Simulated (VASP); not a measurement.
Computed with PBE GGA, VASP's PBE PAW potentials (set 64) (plane waves; VASP).

VASP input:

File POSCAR:
```
InP
1.0
  0.0000000000   2.9350000000   2.9350000000
  2.9350000000   0.0000000000   2.9350000000
  2.9350000000   2.9350000000   0.0000000000
In P
1 1
Cartesian
  0.0000000000   0.0000000000   0.0000000000
  1.4675000000   1.4675000000   1.4675000000
```

**INCAR**
```
! general
SYSTEM =InP
PREC   =Accurate
ENCUT  =400   ! plane-wave cut-off (eV)
LREAL  =.FALSE.   ! projection in real space or not
LASPH  =.TRUE.

! electronic loop
EDIFF  =1E-6
NELM   =100   ! most electronic steps
ALGO   =Normal   ! blocked Davidson
LMAXMIX=4   ! l cut-off of mixed one-centre charges

! smearing
ISMEAR =0
SIGMA  =0.05

! functional
GGA    =PE

! ions
ISIF   =2

! output
LWAVE  =.FALSE.
LCHARG =.FALSE.
```

KPOINTS:
```
kpoints
0
gamma
7 7 7
```

POTCAR, in this order: In_d P (PBE.64 set). Program: vasp_std.

### Question
What will the output report for the number of irreducible k-points (NKPTS), number of bands (NBANDS), largest plane-wave count, number of space-group operations, FFT grid (NGX, NGY, NGZ)?

### Answer

| Property | Value |
|---|---|
| number of irreducible k-points (NKPTS) | 20 |
| number of bands (NBANDS) | 13 |
| largest plane-wave count | 941 |
| number of space-group operations | 24 |
| FFT grid (NGX, NGY, NGZ) | 28 × 28 × 28 |

The compound is InP in the zinc blende structure. The cell was not relaxed at this level.
